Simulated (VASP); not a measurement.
```
Ni3Si
1.0
    3.50506     0.00000     0.00000
    0.00000     3.59496     0.00000
    0.00000     0.00000     3.60590
Si Ni
1 3
Cartesian
  0.00000   0.00000   0.00000
  0.00000   1.79748   1.80295
  1.75253   0.00000   1.80295
  1.83507   1.79748   0.00000
```

All values below come from PBE GGA, VASP's PBE PAW potentials (set 64) (plane waves; VASP). Numerical set-up: 400 eV cut-off, 8×8×8 Γ-centred mesh, tetrahedra with Blöchl corrections, potentials Si Ni.

For a metal the tetrahedron method with Blöchl corrections gives inexact stress and forces.

### Question
What does the run give for the energy per atom (σ→0), pressure, largest force, band gap (on the k-mesh) with the smallest direct gap where there is one?

### Answer

The band gap (on the k-mesh) is none (metal, semimetal or under 0.01 eV). The energy per atom (σ→0) comes out as -5.894 eV/atom, the pressure is -9.84 GPa and the largest force comes out as 0.578 eV/Å.

The compound is Ni3Si in the L1_2 structure. The cell was not relaxed at this level, atoms are displaced from their ideal sites. The run is one of a series of settings (ISMEAR = -5, SIGMA removed against the base run), some of them coarse on purpose. The run is not spin-polarised, so no magnetic state was tried.
